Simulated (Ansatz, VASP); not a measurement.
# SbPbS2 in two plane-wave programs, part 2 of 3

Aim: how closely do two programs agree when they are given the same cell, functional and k mesh?  Valence electrons are named where the data sets of a main pair hold unlike numbers.

VASP 6.6.1 and Ansatz 0.2.0.

So far: Starting point; VASP: single point, PBEsol.

## Step 3: Ansatz: single point, PBEsol

Level of this step: Ansatz beside VASP: Kohn-Sham DFT, plane waves, PBEsol (Ansatz).

Ansatz runs on its default PAW (the set named soft_2) files.

The same cell, functional, mesh and smearing now go to Ansatz, which takes its cutoff from its data sets.

File input.yaml:

```yaml
crystal:
  lattice:
    - [4.293442, 0.0, 0.0]
    - [0.0, 3.964018, 0.0]
    - [0.0, 0.0, 23.9533495716]
  atoms:
    - { symbol: Pb, position: [0.5, 0.0, 0.68689139] }
    - { symbol: Pb, position: [0.5, 0.5, 0.437483724] }
    - { symbol: S, position: [0.0, 0.5, 0.66860881] }
    - { symbol: S, position: [0.5, 0.0, 0.566705327] }
    - { symbol: S, position: [0.0, 0.0, 0.419201144] }
    - { symbol: S, position: [0.5, 0.5, 0.317297662] }
    - { symbol: Sb, position: [0.0, 0.5, 0.562516276] }
    - { symbol: Sb, position: [0.0, 0.0, 0.31310861] }
hamiltonian:
  xc: pbesol
  pseudopotentials: { kind: paw }
kpoints:
  mp_grid: { grid: [3, 3, 1] }
scf:
  occupations: { method: gaussian, width: 0.05 }
  n_extra_bands: 6
efield:
  axis: 3
  dipole_correction: true
  ramp_width: 0.04
output:
  forces: true
  eigenvalues: true
```

Launch:

```sh
> ansatz run input.yaml --threads 4 --pin off --max-ram 9216MiB --backend cpu --events-out ev --progress --plain --runs-dir out
```

Numbers of over 12 decimals in the logs are rounded to 6 here.

Log:

```text
scf.n_extra_bands = 6 over 41 filled bands (N_el = 82.0): the run solves 47 bands
Engine: ansatz 0.2.0, x86_64-unknown-linux-gnu
Pseudopotentials: kind: paw
Pseudopotential: Pb, paw, valence charge 14, recommended cutoff 420 eV (normal), Pb.paw.azcp
Pseudopotential: S, paw, valence charge 6, recommended cutoff 420 eV (normal), S.paw.azcp
Pseudopotential: Sb, paw, valence charge 15, recommended cutoff 420 eV (normal), Sb.paw.azcp
Functional definition: PBEsol
  exchange = pbesol_x
  correlation = pbesol_c
Crystal: 8 atoms, lattice volume = 407.669 Å³
Basis set: ecut = 420 eV, 7975 PW (Γ), exchange–correlation on 60×54×324 points (8 copies of the dense FFT grid, shifted against one another)
Bands: 47, of which v1, the nominal top of the filled ones, is band 41 counted from 1 (40 counted from 0)
Symmetry: 4 space group operations
Space group: Pmm2 (ITA 25), of the structure as read, at distance tolerance 7.4e-5 Å
k-points: 4 of 9
Non-local potential: Pb, projectors of the file, l = 0: 2, l = 1: 2, l = 2: 2, l = 3: 2
Non-local potential: S, projectors of the file, l = 0: 2, l = 1: 2, l = 2: 2
Non-local potential: Sb, projectors of the file, l = 0: 2, l = 1: 2, l = 2: 2, l = 3: 2
PAW form: soft (Blöchl's): semilocal exchange-correlation on the pseudo side does not see the compensation charge
PAW frozen core: Pb, regenerated for the run's functional, and the local potential with it (the file was generated under x = pbe(κ = 0.804, μ = 0.219515), c = pbe(β = 0.066725))
PAW frozen core: S, regenerated for the run's functional, and the local potential with it (the file was generated under x = pbe(κ = 0.804, μ = 0.219515), c = pbe(β = 0.066725))
PAW frozen core: Sb, regenerated for the run's functional, and the local potential with it (the file was generated under x = pbe(κ = 0.804, μ = 0.219515), c = pbe(β = 0.066725))
PAW one-centre angular grid: Pb, 590 points (default); XC on 64 Gauss nodes
PAW one-centre angular grid: S, 110 points (default); XC on 64 Gauss nodes
PAW one-centre angular grid: Sb, 590 points (default); XC on 64 Gauss nodes
Initial density: superposition of atomic densities (neutral atoms: chi_scale 0, normalization atom), corrected by the library's trained network
Initial wavefunctions: pseudopotential atomic-orbital guess
Functional: x = pbesol(κ = 0.804, μ = 0.123457), c = pbesol(β = 0.046)
SCF iter   1: F=—  HF=-39867.196942 eV  |F-HF|=—  |Δ(HF+E_count)|=         —  Δρ=4.87e-3  dr2=6.35e-1  ethr=1.77e-3  p=0.098 e·Å  D=4.33e-2 V/Å  ΔV_dip=-1.04 eV  dr2_dipole=3.27e-1  V_vac-E_F(+/−)=3.13/4.16 eV  ⟨swp⟩=9.2  Hψ=819  notcnv=0
efield: sawtooth ramp at fractional position 0.9800 (placed from the atoms, in the widest stretch of the axis that holds none; the zero of the levels goes with the place), width 0.0400; the density the first Hamiltonian is built on has a dipole p = 0.098 e·Å; the dipole correction subtracts the counter field D = 4.33e-2 V/Å, which shifts the + side's vacuum level by -1.04 eV against the − side's; the planar-averaged density in the ramp window peaks in size at 6.7e-5 e/Å³
preconditioner: auto → LDOS  [insulator: Δε(μ)=0.221 eV  Ē_g=11.346 eV  σ=0.050 eV  W_gap=0.65  n_scr=58 (ndim 8)  ℏωp=14.5 eV  f_vac=0.474  D(μ)=13.70/eV (n_scr^D=114)  ε∞_Penn≈2.6  β→1.0]
SCF iter   2: F=—  HF=-39867.135698 eV  |F-HF|=—  |Δ(HF+E_count)|=   6.12e-2  Δρ=2.86e-3  dr2=1.71e-1  ethr=7.74e-4  p=0.087 e·Å  D=3.84e-2 V/Å  ΔV_dip=-0.92 eV  dr2_dipole=1.03e-1  V_vac-E_F(+/−)=3.02/3.94 eV  ⟨swp⟩=2.2  Hψ=250  notcnv=0  defer=3
SCF iter   3: F=—  HF=-39867.130981 eV  |F-HF|=—  |Δ(HF+E_count)|=   4.72e-3  Δρ=2.01e-3  dr2=8.70e-2  ethr=2.09e-4  p=0.082 e·Å  D=3.64e-2 V/Å  ΔV_dip=-0.87 eV  dr2_dipole=4.88e-2  V_vac-E_F(+/−)=2.97/3.84 eV  ⟨swp⟩=2.5  Hψ=277  notcnv=0  defer=3
SCF iter   4: F=—  HF=-39867.121276 eV  |F-HF|=—  |Δ(HF+E_count)|=   9.71e-3  Δρ=6.66e-4  dr2=6.97e-3  ethr=1.06e-4  p=0.076 e·Å  D=3.39e-2 V/Å  ΔV_dip=-0.81 eV  dr2_dipole=5.00e-4  V_vac-E_F(+/−)=2.94/3.76 eV  ⟨swp⟩=2.8  Hψ=256  notcnv=0  defer=3
SCF iter   5: F=—  HF=-39867.120953 eV  |F-HF|=—  |Δ(HF+E_count)|=   3.23e-4  Δρ=2.94e-4  dr2=1.72e-3  ethr=8.50e-6  p=0.074 e·Å  D=3.28e-2 V/Å  ΔV_dip=-0.79 eV  dr2_dipole=5.79e-4  V_vac-E_F(+/−)=2.96/3.75 eV  ⟨swp⟩=2.0  Hψ=237  notcnv=0  defer=3
SCF iter   6: F=—  HF=-39867.120882 eV  |F-HF|=—  |Δ(HF+E_count)|=   7.04e-5  Δρ=1.57e-4  dr2=5.13e-4  ethr=2.09e-6  p=0.070 e·Å  D=3.12e-2 V/Å  ΔV_dip=-0.75 eV  dr2_dipole=3.12e-5  V_vac-E_F(+/−)=2.98/3.73 eV  ⟨swp⟩=2.5  Hψ=287  notcnv=0  defer=3
SCF iter   7: F=—  HF=-39867.120830 eV  |F-HF|=—  |Δ(HF+E_count)|=   5.26e-5  Δρ=4.41e-5  dr2=6.95e-5  ethr=6.26e-7  p=0.069 e·Å  D=3.05e-2 V/Å  ΔV_dip=-0.73 eV  dr2_dipole=1.24e-5  V_vac-E_F(+/−)=2.99/3.72 eV  ⟨swp⟩=2.5  Hψ=301  notcnv=0  defer=3
SCF iter   8: F=—  HF=-39867.120879 eV  |F-HF|=—  |Δ(HF+E_count)|=   4.93e-5  Δρ=2.35e-5  dr2=2.05e-5  ethr=8.47e-8  p=0.068 e·Å  D=3.01e-2 V/Å  ΔV_dip=-0.72 eV  dr2_dipole=2.79e-6  V_vac-E_F(+/−)=2.99/3.71 eV  ⟨swp⟩=2.0  Hψ=228  notcnv=0  defer=3
SCF iter   9: F=—  HF=-39867.120879 eV  |F-HF|=—  |Δ(HF+E_count)|=   3.34e-7  Δρ=1.41e-5  dr2=7.02e-6  ethr=2.50e-8  p=0.067 e·Å  D=2.99e-2 V/Å  ΔV_dip=-0.72 eV  dr2_dipole=1.33e-6  V_vac-E_F(+/−)=3.00/3.71 eV  ⟨swp⟩=1.8  Hψ=193  notcnv=0  defer=3
SCF iter  10: F=—  HF=-39867.120878 eV  |F-HF|=—  |Δ(HF+E_count)|=   5.41e-7  Δρ=8.49e-6  dr2=1.85e-6  ethr=8.57e-9  p=0.067 e·Å  D=2.98e-2 V/Å  ΔV_dip=-0.71 eV  dr2_dipole=3.40e-7  V_vac-E_F(+/−)=3.00/3.71 eV  ⟨swp⟩=2.5  Hψ=279  notcnv=0  defer=3
SCF iter  11: F=—  HF=-39867.120878 eV  |F-HF|=—  |Δ(HF+E_count)|=   5.14e-8  Δρ=4.29e-6  dr2=2.85e-7  ethr=2.25e-9  p=0.067 e·Å  D=2.98e-2 V/Å  ΔV_dip=-0.71 eV  dr2_dipole=2.03e-9  V_vac-E_F(+/−)=3.00/3.71 eV  ⟨swp⟩=2.0  Hψ=233  notcnv=0  defer=3
SCF iter  12: F=-39867.120878 eV  HF=-39867.120878 eV  |F-HF|=2.06e-8  |Δ(HF+E_count)|=   5.87e-9  Δρ=1.68e-6  dr2=3.92e-8  ethr=1.22e-10  p=0.067 e·Å  D=2.98e-2 V/Å  ΔV_dip=-0.71 eV  dr2_dipole=1.05e-12  V_vac-E_F(+/−)=3.00/3.71 eV  ⟨swp⟩=12.2  Hψ=801  notcnv=0
SCF 1 converged in 12 iterations: F = -39867.120878 eV  dr2 = 3.92e-8
  greatest PAW one-centre occupation: 0.997 electrons in one spin orbital (limit 2), on the Sb atom at site 6 (counted from 0), in its partial waves of l = 2
SCF converged after 12 iterations
Free energy (F): -39867.120878 eV
Harris-Foulkes:  -39867.120878 eV  (|F-HF|=2.06e-8)
Internal energy: -39867.107603 eV  (E = F + TS)
E sigma→0 (E₀):  -39867.114241 eV
Entropy (-TS):   -0.013275 eV (-1.659 meV/atom)
Fermi energy:    2.840765 eV
Dipole field:    D = 0.029813 V/Å  (p = 0.067165 e·Å, saw-weighted, corrected)
Work function:   Φ+ = 2.9994 eV   Φ− = 3.7135 eV
Levels:          The Fermi level and band energies are counted from a zero that moves with the ramp; work functions are not
--- Per-component energies (eV) ---
  E_band       = -984.917723
  E_kinetic    = 1405.567685
  E_local      = -44231.977063  (includes V_loc(G=0)·N_el)
  E_nonlocal   = 1546.813768
  E_hartree    = 21383.025958
  E_xc         = -1093.397928
  E_vxc        = -802.354831  (∫ρ·V_xc dr)
  E_paw        = -31841.748495  (= ΣΔE_a)
  E_vpaw       = -1669.237322  (= ΣTr[D̂ρ^β])
  E_aug_tail   = 0.000095  (compensation charges beyond the density's cutoff)
  E_efield     = 0.001001  (sawtooth field / dipole correction)
  E_vefield    = 0.211592  (∫n·V_field dr)
  E_ewald      = 12963.571632
  E_core_change = 1.035744  (= ΣΔE_core)
  E_smearing   = -0.013275  (= −TS)
  E_closure    = -0.000000  (closes the sum)
  Σ components = -39867.120878   (vs F -39867.120878, Δ=0.00e0)
--- Forces (eV/Å), atoms counted from 1 ---
  atom   1  Pb     0.00000000     0.00000000    -0.60475034
  atom   2  Pb     0.00000000     0.00000000    -0.00605521
  atom   3  S      0.00000000     0.00000000    -0.11472835
  atom   4  S      0.00000000     0.00000000     0.60327394
  atom   5  S      0.00000000     0.00000000    -0.56388758
  atom   6  S      0.00000000     0.00000000     0.31391147
  atom   7  Sb     0.00000000     0.00000000    -0.22800021
  atom   8  Sb     0.00000000     0.00000000     0.60026332
  max |Σ_I F_I| component: 2.70e-5 eV/Å
--- Band table (eV) ---
  k-point 0: bands = [... 37 lower, 0.0755, 0.7402, 0.9891, 2.1484, 3.7268, 5.1870, 5.3050, 5.3954, ... 2 higher]
  k-point 1: bands = [... 37 lower, 0.3084, 0.7233, 0.9482, 2.3591, 2.5452, 2.8243, 3.0171, 3.0695, ... 2 higher]
  k-point 2: bands = [... 37 lower, 0.4410, 0.9649, 1.1467, 2.5703, 3.0120, 3.2749, 3.4390, 3.5582, ... 2 higher]
  k-point 3: bands = [... 37 lower, -0.1443, -0.0087, 0.1706, 2.8759, 3.7452, 4.2495, 4.3852, 4.6329, ... 2 higher]
```

Wall time 1 s (4 threads of AMD EPYC 9R45 (Zen 5), shared host); peak memory 0.78 GiB.

The column dr2 measures how far the density is from self-consistency, as an energy; F and HF (Harris–Foulkes) agree once it is small.

## Step 4: Differences

Known differences besides the potentials themselves: the data sets hold 82 valence electrons in Ansatz (on its default PAW (the set named soft_2) files) and 42 in VASP; the cutoff is 420 eV in Ansatz and 350 eV in VASP (PREC = Normal); Ansatz makes its cores anew for this functional, VASP keeps those of its PBE data sets; VASP leaves aspherical gradient terms in its spheres out (LASPH is not set), Ansatz keeps them. Total energies have different zeros and are not compared.

The two programs side by side:

| quantity | Ansatz | VASP | difference |
| --- | --- | --- | --- |
| work function, lower of the two faces (eV) | 3.00 | 2.99 | +0.01 |
| work function, higher of the two faces (eV) | 3.71 | 3.71 | 0.00 |

Forces (eV/Å; atoms numbered as in POSCAR):

| atom | Ansatz x, y, z | VASP x, y, z |
| --- | --- | --- |
| Pb1 | 0.000, 0.000, -0.605 | 0.000, 0.000, -0.617 |
| Pb2 | 0.000, 0.000, -0.006 | 0.000, 0.000, -0.001 |
| S3 | 0.000, 0.000, -0.115 | 0.000, 0.000, -0.090 |
| S4 | 0.000, 0.000, 0.603 | 0.000, 0.000, 0.598 |
| S5 | 0.000, 0.000, -0.564 | 0.000, 0.000, -0.543 |
| S6 | 0.000, 0.000, 0.314 | 0.000, 0.000, 0.313 |
| Sb7 | 0.000, 0.000, -0.228 | 0.000, 0.000, -0.251 |
| Sb8 | 0.000, 0.000, 0.600 | 0.000, 0.000, 0.592 |

The forces differ by 8.8 meV/Å r.m.s., which is 3.5 % of the r.m.s. force of 0.254 eV/Å (both taken over all components). VASP's log warns that it found no field-free region in the vacuum, so its work functions are uncertain. With vacuum in the cell, a pressure given here is an average over mostly empty space and none of the material.

## Step 5: Ansatz: single point, LDA

A single point gives forces, pressure and levels at one fixed geometry, so differences don't come from the geometry; what else differs is listed under the comparison.

input.yaml: that of step 3 with these lines changed.

```diff
@@ -15,6 +15,6 @@
 hamiltonian:
-  xc: pbesol
+  xc: lda
   pseudopotentials: { kind: paw }
 kpoints:
-  mp_grid: { grid: [3, 3, 1] }
+  mp_grid: { grid: [6, 7, 1] }
 scf:
```

Log:

```text
[...]
Crystal: 8 atoms, lattice volume = 407.669 Å³
Basis set: ecut = 420 eV, 7975 PW (Γ)
Bands: 47, of which v1, the nominal top of the filled ones, is band 41 counted from 1 (40 counted from 0)
Symmetry: 4 space group operations
[...]
k-points: 16 of 42
[...]
k-point 0: bands = [... 37 lower, -0.1694, 0.4851, 0.7625, 1.8543, 3.4481, 4.9579, 4.9971, 5.0881, ... 2 higher]
  k-point 1: bands = [... 37 lower, -0.0747, 0.4453, 0.6607, 1.9928, 3.5507, 3.9729, 4.2631, 4.2864, ... 2 higher]
  k-point 2: bands = [... 37 lower, 0.0882, 0.4234, 0.5348, 2.3981, 2.5638, 2.7623, 2.9286, 3.2666, ... 2 higher]
  k-point 15: bands = [... 37 lower, -1.0844, -0.4789, -0.1071, 3.6785, 4.0906, 4.1849, 4.3998, 5.2354, ... 2 higher]
[key lines of the parts left out:]
SCF converged after 10 iterations
Free energy (F): -39355.757757 eV
Fermi energy:    2.412526 eV
Dipole field:    D = 0.026493 V/Å  (p = 0.059687 e·Å, saw-weighted, corrected)
Work function:   Φ+ = 3.5621 eV   Φ− = 4.1967 eV
```

Wall time 2.3 s (4 threads); peak memory 0.88 GiB.

## Step 6: VASP: single point, LDA

The same cell, functional (in two slightly different forms), mesh and smearing now go to VASP, with its own data sets.

File INCAR:

```
SYSTEM = SbPbS2
PREC = Normal
ENCUT = 350
EDIFF = 1E-06
NELM = 120
ISMEAR = 0
SIGMA = 0.05
LREAL = .FALSE.
ALGO = Normal
GGA = CA
NBANDS = 29
LORBIT = 11
LWAVE = .FALSE.
LCHARG = .FALSE.
KPAR = 4
IDIPOL = 3
LDIPOL = .TRUE.
DIPOL = 0.5 0.5 0.496
LVHAR = .TRUE.
LVACPOTAV = .TRUE.
```

File POSCAR:

```
SbPbS2
1.0
    4.2934420000      0.0000000000      0.0000000000
    0.0000000000      3.9640180000      0.0000000000
    0.0000000000      0.0000000000     23.9533495716
Pb S Sb
2 4 2
Direct
    0.5000000000      0.0000000000      0.6868913900
    0.5000000000      0.5000000000      0.4374837240
    0.0000000000      0.5000000000      0.6686088100
    0.5000000000      0.0000000000      0.5667053270
    0.0000000000      0.0000000000      0.4192011440
    0.5000000000      0.5000000000      0.3172976620
    0.0000000000      0.5000000000      0.5625162760
    0.0000000000      0.0000000000      0.3131086100
```

File KPOINTS:

```
Automatic mesh
0
Gamma
6 7 1
0 0 0
```

The projector-augmented-wave data sets are Pb, S and Sb (PBE family, release 64).

Launch:

```sh
> mpirun -np 4 vasp_std
```

Log:

```text
[banner, memory and clock lines left out]
running    4 mpi-ranks, on    1 nodes
[...]
[... a notice as in an earlier step ...]

 LDA part: xc-table for (Slater(with rela. corr.)+CA(PZ))
 , standard interpolation
 POSCAR, INCAR and KPOINTS ok, starting setup
[...]
entering main loop
       N       E                     dE             d eps       ncg     rms          rms(c)
DAV:   1     0.245190087475E+03    0.24519E+03   -0.11513E+04   928   0.801E+02
DAV:   2    -0.979988480375E+00   -0.24617E+03   -0.23850E+03  1316   0.173E+02
DAV:   3    -0.378620879432E+02   -0.36882E+02   -0.36203E+02  1087   0.730E+01
DAV:   4    -0.397029979355E+02   -0.18409E+01   -0.18258E+01  1342   0.183E+01
[...]
DAV:  26    -0.383540843878E+02   -0.80226E-05   -0.39511E-07   726   0.176E-03    0.151E-03
DAV:  27    -0.383540860827E+02   -0.16949E-05   -0.69281E-08   666   0.916E-04    0.121E-03
DAV:  28    -0.383540870111E+02   -0.92837E-06   -0.40843E-08   609   0.600E-04
 [... a notice as in an earlier step ...]

   1 F= -.38354087E+02 E0= -.38350475E+02  d E =-.722392E-02
```

From OUTCAR (step 6):

```text
  Total       -5.5796144     -7.0082114     -4.9066189      0.0000000      0.0000000      0.0000000
  in kB      -21.9284178    -27.5429407    -19.2834813      0.0000000      0.0000000      0.0000000
  external PRESSURE =     -22.9182800 kB  Pullay stress =       0.0000000 kB

 POSITION                                       TOTAL-FORCE (eV/Angst)
 -----------------------------------------------------------------------------------
      2.14672      0.00000     16.45335         0.000000      0.000000     -0.638310
      2.14672      1.98201     10.47920         0.000000      0.000000     -0.159856
      0.00000      1.98201     16.01542         0.000000      0.000000      0.072251
      2.14672      0.00000     13.57449         0.000000      0.000000      0.459893
      0.00000      0.00000     10.04127         0.000000      0.000000     -0.306590
      2.14672      1.98201      7.60034         0.000000      0.000000      0.247161
      0.00000      1.98201     13.47415         0.000000      0.000000     -0.225006
      0.00000      0.00000      7.50000         0.000000      0.000000      0.550458
 -----------------------------------------------------------------------------------
    total drift:                                0.000000     -0.000000     -0.000757

  FREE ENERGIE OF THE ION-ELECTRON SYSTEM (eV)
  ---------------------------------------------------
  free  energy   TOTEN  =       -38.3540870111 eV

  energy  without entropy=      -38.3468630873  energy(sigma->0) =      -38.35047505

[... 1 part as in an earlier step ...]

[... 2 further parts left out ...]
[key lines of the parts left out:]
E-fermi :   0.8761
```

The PAW data sets were made with PBE, though LDA sets exist; pressures can shift by 1 GPa and more with it.

## Step 7: Comparison

What differs besides the data sets and the points named for the pairs above, as far as they apply: the two LDA forms differ slightly; the data sets hold 82 valence electrons in Ansatz (on its default PAW (the set named soft_2) files) and 42 in VASP; VASP's log shows a relativistic correction to its local exchange, Ansatz's none. Total energies have different zeros and are not compared.

Compared:

| quantity | Ansatz | VASP | difference |
| --- | --- | --- | --- |
| work function, lower of the two faces (eV) | 3.56 | 3.55 | +0.01 |
| work function, higher of the two faces (eV) | 4.20 | 4.20 | 0.00 |

Forces (eV/Å; atoms numbered as in POSCAR):

| atom | Ansatz x, y, z | VASP x, y, z |
| --- | --- | --- |
| Pb1 | 0.000, 0.000, -0.671 | 0.000, 0.000, -0.638 |
| Pb2 | 0.000, 0.000, -0.199 | 0.000, 0.000, -0.160 |
| S3 | 0.000, 0.000, 0.028 | 0.000, 0.000, 0.072 |
| S4 | 0.000, 0.000, 0.480 | 0.000, 0.000, 0.460 |
| S5 | 0.000, 0.000, -0.352 | 0.000, 0.000, -0.307 |
| S6 | 0.000, 0.000, 0.268 | 0.000, 0.000, 0.247 |
| Sb7 | 0.000, 0.000, -0.160 | 0.000, 0.000, -0.225 |
| Sb8 | 0.000, 0.000, 0.607 | 0.000, 0.000, 0.550 |

The forces differ by 25 meV/Å r.m.s., which is 11.4 % of the r.m.s. force of 0.220 eV/Å (both taken over all components). VASP's log warns that it found no field-free region in the vacuum, so its work functions are uncertain. With vacuum in the cell, a pressure given here is an average over mostly empty space and none of the material.

## Step 8: Further runs

Further runs change the set-up of one program: Ansatz's method, potentials or start, or VASP's data sets, cutoff or form of LDA. The table gives Ansatz less VASP for each quantity, since a change that brings one quantity closer may part another.

| run | r.m.s. force difference (meV/Å) | work function, lower of the two faces (eV) | work function, higher of the two faces (eV) |
| --- | --- | --- | --- |
| as above | 25 | 0.0072 | -2.3e-4 |
| cores kept as stored | 23 | 0.0087 | 0.0020 |
| Ansatz's larger PAW set (cutoff 700 eV) | 24 | 0.0059 | -0.0019 |
| norm-conserving potentials (cutoff 1143 eV) | 14 | 0.017 | 0.0096 |

(Continued in part 3 of 3.)

[Lines on the potential files, build, host, timing and source positions are cut from VASP's logs without a mark.]

[Logs are printed without paths, hosts, clocks, repeated set-up lines and the standing remarks that a program may print on its own settings, such as how far it seeks lower states.]

[Hosts, paths, dates, database ids (printed as entryN), source tags and the programs' standing remarks are cut or masked in the printed files.]
